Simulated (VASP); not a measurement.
A run of VASP 6.6.1 is set up as follows.

File INCAR:

```
PREC = Accurate
ENCUT = 520
EDIFF = 1E-7
ISMEAR = 0
SIGMA = 0.1
LREAL = False
LASPH = True
NELM = 120
ALGO = Normal
ISIF = 3
LWAVE = False
LCHARG = False
GGA = PE
IBRION = 2
NSW = 60
EDIFFG = -0.005
POTIM = 0.3
KPAR = 4
```

The input KPOINTS:

```
Automatic mesh
0
Gamma
  8 8 4
```

File POSCAR:

```
In2Te2O                                 
1.0
    4.4494792523     -0.0000000000     -0.0000000000
   -2.2247396262      3.8533620672      0.0000000000
   -0.0000000000     -0.0000000000      9.9646031454
  In              Te              O             
     2     2     1
Direct
     0.0000000000000000    0.0000000000000000    0.8021788602486154
     0.0000000000000000    0.0000000000000000    0.1978211397513843
     0.3333333300000021    0.6666666699999979    0.3265112143049430
     0.6666666699999979    0.3333333300000021    0.6734887856950574
     0.0000000000000000    0.0000000000000000    0.0000000000000000
```

Potentials or basis: VASP PAW PBE potentials, release 64 (In_d, Te, O).

Launch:

```console
$ cat potpaw_PBE.64/In_d/POTCAR potpaw_PBE.64/Te/POTCAR potpaw_PBE.64/O/POTCAR > POTCAR
$ mpirun -np 4 vasp_std > vasp.out
```

(1) Predict the space group after relaxing (to 0.05 Å).

(2) What does it give for the band gap on the k mesh?

(3) Estimate the relaxed cell.

(4) Predict the relaxed volume.

Results:

(1) P-3m1 (No. 164).

(2) 1.04 eV, direct.

(3) a = 4.434 Å, b = 4.434 Å, c = 10.393 Å, α = 90.00°, β = 90.00°, γ = 120.00°.

(4) 35.39 Å³/atom.

Caveat: spin-orbit coupling is left out, which moves the levels of the heavy elements; this functional lacks dispersion, which binds the layers, so the pressure and a relaxed spacing across them are unreliable.
